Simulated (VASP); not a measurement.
Consider the following.

```cif
data_F8Pb4
_chemical_formula_sum 'Pb4 F8'
_space_group_name_H-M_alt 'Fm-3m'
_space_group_IT_number 225
_space_group_name_Hall '-F 4 2 3'
_cell_length_a 6.07589
_cell_length_b 6.07589
_cell_length_c 6.07589
_cell_angle_alpha 90.000
_cell_angle_beta 90.000
_cell_angle_gamma 90.000
loop_
_atom_site_label
_atom_site_type_symbol
_atom_site_symmetry_multiplicity
_atom_site_Wyckoff_symbol
_atom_site_fract_x
_atom_site_fract_y
_atom_site_fract_z
_atom_site_occupancy
Pb1 Pb 4 a 0.00000 0.00000 0.00000 1
F1 F 8 c 0.25000 0.25000 0.25000 1
```
(The calculation used a cell of 3 atoms; values per cell refer to that cell.)

Calculation: revPBE GGA, VASP's PBE PAW potentials (set 64) (plane waves; VASP). Settings: 520 eV cut-off, 6×6×6 Γ-centred mesh, Gaussian smearing of 0.050 eV, potentials Pb_d F.

Q: Give the energy at these volumes per atom, relative to the lowest: 17.49, 18.05, 18.61, 19.17, 19.72 Å³.

A: 16.0, 4.3, 0.0, 2.1, 9.4 meV/atom. A third-order Birch-Murnaghan fit gives B0 = 58.8 GPa and B0′ = 4.8.

Measured: bulk modulus 64.0 GPa (computed value off by -8.1 %), a 5.940 Å (computed value off by +2.3 %), as given by E. Cadelano et al., The European Physical Journal B (2011), arXiv:1107.5962. The calculation is for a static lattice, while the measured bulk modulus, a hold thermal and zero-point effects, which are part of the difference.

The compound is PbF2 in the fluorite structure, the β form. It was relaxed first, which changed the volume by +7 %.
